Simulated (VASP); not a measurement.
An input for Ansatz (written as the equivalent of a VASP run, and not itself run):

Ansatz 0.2 input:
```yaml
crystal:
  lattice:
    - [0.0000000, 1.8754697, 1.8754697]
    - [1.8754697, 0.0000000, 1.8754697]
    - [1.8754697, 1.8754697, 0.0000000]
  atoms:
    - { symbol: Ir, position: [0.0000000, 1.0000000, 0.0000000] }
kpoints:
  mp_grid: { grid: [17, 17, 17] }
hamiltonian:
  xc: pbesol
  pseudopotentials: { kind: paw }
scf:
  occupations: { method: methfessel_paxton, width: 0.1 }
  max_iter: 100
relax:
  max_steps: 40
  f_tol: 0.02
  cell: { p_target: 30 }
output: { forces: true, stress: true, eigenvalues: true }
```

Problem. Translate this input to VASP (INCAR, KPOINTS, POSCAR, choice of POTCAR).

Solution. This is not unique; one that fits is 
**KPOINTS**
```
Automatic mesh
0
Gamma
17 17 17
0 0 0
```

INCAR:
```
# general
SYSTEM =Ir
PREC   =Accurate
ENCUT  =500
LREAL  =.FALSE.
LASPH  =.TRUE.

# electronic loop
EDIFF  =1E-6
NELM   =100
ALGO   =Normal
LMAXMIX=6

# smearing
ISMEAR =1
SIGMA  =0.1

# functional
GGA    =PS

# ions
IBRION =2
NSW    =40
ISIF   =3
EDIFFG =-0.02
PSTRESS=300

# output
LWAVE  =.FALSE.
LCHARG =.FALSE.
```

POSCAR:
```
Ir
1
    0.0000000000     1.8754697306     1.8754697306
    1.8754697306    -0.0000000000     1.8754697306
    1.8754697306     1.8754697306     0.0000000000
Ir
1
Direct
  0.0000000000   1.0000000000   0.0000000000
```

POTCAR, in this order: Ir (PBE.64 set). Program: vasp_std.

What does not carry over: each code has its own PAW files, so the cut-off isn't converted (ENCUT is set for VASP's; basis.ecutwfc is left out, and Ansatz then takes the one that its files recommend); Ansatz stops its SCF on the density residual and VASP on the energy change (EDIFF).

The compound is Ir in the fcc structure. It was relaxed first under an external pressure of 30 GPa.
